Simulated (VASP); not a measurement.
Method: optB88-vdW, VASP's PBE PAW potentials (set 64) (plane waves; VASP).

VASP input:

INCAR:
```
SYSTEM = BaTiO3
PREC = Accurate
ENCUT = 520
EDIFF = 1E-7
NELM = 100
ALGO = Normal
LREAL = .FALSE.
LASPH = .TRUE.
ISMEAR = -5
GGA = BO
PARAM1 = 0.1833333333
PARAM2 = 0.22
LUSE_VDW = .TRUE.
AGGAC = 0.0
LMAXMIX = 4
LWAVE = .FALSE.
LCHARG = .TRUE.
LORBIT = 11
NEDOS = 601
ISIF = 2
LEFG = .TRUE.
```

### POSCAR
```
BaTiO3
1.0
  4.0206983145   0.0000000000   0.0000000000
  0.0000000000   4.0206983145   0.0000000000
  0.0000000000   0.0000000000   4.0206983145
Ba Ti O
1 1 3
Cartesian
  0.0000000000   0.0000000000   0.0000000000
  2.0103491572   2.0103491572   2.0103491572
  2.0103491572   0.0000000000   2.0103491572
  0.0000000000   2.0103491572   2.0103491572
  2.0103491572   2.0103491572   0.0000000000
```

File KPOINTS:
```
Regular mesh
0
Gamma
 6 6 6
```

POTCAR, in this order: Ba_sv Ti_sv O (PBE.64 set). Program: vasp_std.

Unless said otherwise, spin-orbit coupling is left out, though it shifts the bands of the heavy elements here.

Problem. What does the run give for the energy per atom (σ→0), band gap (on the k-mesh)?

Solution. 
The energy per atom (σ→0) comes out as -6.192 eV/atom and the band gap (on the k-mesh) comes out as 1.72 eV.

OSZICAR:
```
...
DAV:  11    -0.309585581977E+02    0.19169E-02   -0.14583E-02  1160   0.775E-01    0.127E-01
DAV:  12    -0.309588194870E+02   -0.26129E-03   -0.27362E-03  1272   0.446E-01    0.137E-01
DAV:  13    -0.309585006199E+02    0.31887E-03   -0.13904E-03  1152   0.362E-01    0.796E-03
DAV:  14    -0.309585043391E+02   -0.37193E-05   -0.29353E-05  1152   0.407E-02    0.438E-03
DAV:  15    -0.309585048571E+02   -0.51795E-06   -0.36923E-06  1240   0.181E-02    0.649E-03
DAV:  16    -0.309585044370E+02    0.42009E-06   -0.27986E-06  1208   0.160E-02    0.618E-04
DAV:  17    -0.309585044355E+02    0.14943E-08   -0.42518E-08   640   0.176E-03
   1 F= -.30958504E+02 E0= -.30958504E+02  d E =0.000000E+00
```

The compound is BaTiO3 in the cubic perovskite structure, the ideal cubic form; the compound distorts at low or room temperature. It was relaxed first.
